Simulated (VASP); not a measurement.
A run of VASP 6.6.1 is set up as follows.

The input INCAR:

```
SYSTEM = KAs4N3O6
  ALGO = Fast
  EDIFF = 1E-7
  ENCUT = 520
  GGA = PE
  ISIF = 2
  ISMEAR = 0
  LASPH = .True.
  LCHARG = .False.
  LREAL = .False.
  LWAVE = .False.
  NBANDS = 53
  NELM = 100
  PREC = Accurate
  SIGMA = 0.1
```

File KPOINTS:

```
k-points
0
Gamma
  3 2 3
  0 0 0
```

File POSCAR:

```
KAs4N3O6
1.0
    6.2371480000      0.5671690000      0.3916910000
    0.6745550000      7.9473480000     -0.0729140000
    1.0430860000     -0.2592980000      5.2458790000
As O K N
4 6 1 3
Direct
    0.5491123519      0.3561209893      0.8810748093
    0.1056767260      0.1047165311      0.4378100750
    0.9479057436      0.6891803501      0.4667827351
    0.6306598022      0.9635393710      0.3448672265
    0.7890314074      0.6322019459      0.1071008065
    0.8341021615      0.1093484547      0.8556799963
   -0.0047661151      0.3923429817      0.2850311913
    0.2585146549      0.3622135057      0.5148951342
    0.7346601405      0.8773494553      0.9204154905
    0.2718639553      0.2064110002      0.9516920972
    0.2644439343      0.8047870670      0.8842462693
    0.0903454580      0.4395262575      0.9016470099
    0.6763192111      0.4757136445      0.4267528924
    0.3653486316      0.5301530081      0.2968586972
```

Potentials or basis: VASP PAW PBE potentials, release 64 (As, O, K_sv, N).

The run is started by

```bash
$ cat potpaw_PBE.64/As/POTCAR potpaw_PBE.64/O/POTCAR potpaw_PBE.64/K_sv/POTCAR potpaw_PBE.64/N/POTCAR > POTCAR
$ mpirun -np 1 vasp_std > vasp.out
```

Problem. Predict the largest force.

Solution. 3.105 eV/Å.

Problem. Estimate the pressure.

Solution. -16.9 GPa.

Forces on the atoms (eV/Å):
```
As  -1.929 -2.047  0.971
As  -0.585  1.991  0.581
As  -2.190 -1.506 -1.367
As   1.055 -0.853 -2.394
O    0.776  0.452  1.003
O   -0.334  0.999 -1.527
O   -2.372  0.584  0.440
O    0.740  1.491 -0.655
O    0.278  0.523  2.211
O    1.974  1.993 -0.759
K    0.089  0.035  0.010
N    0.803 -1.740  1.091
N    1.239  0.889 -0.837
N    0.458 -2.813  1.233
```

Caveat: the k mesh is coarse (spacing up to 0.41 Å⁻¹), so the values aren't converged; so large a pressure means that the cell lies far from this level's equilibrium, or that cutoff or potentials fall short.
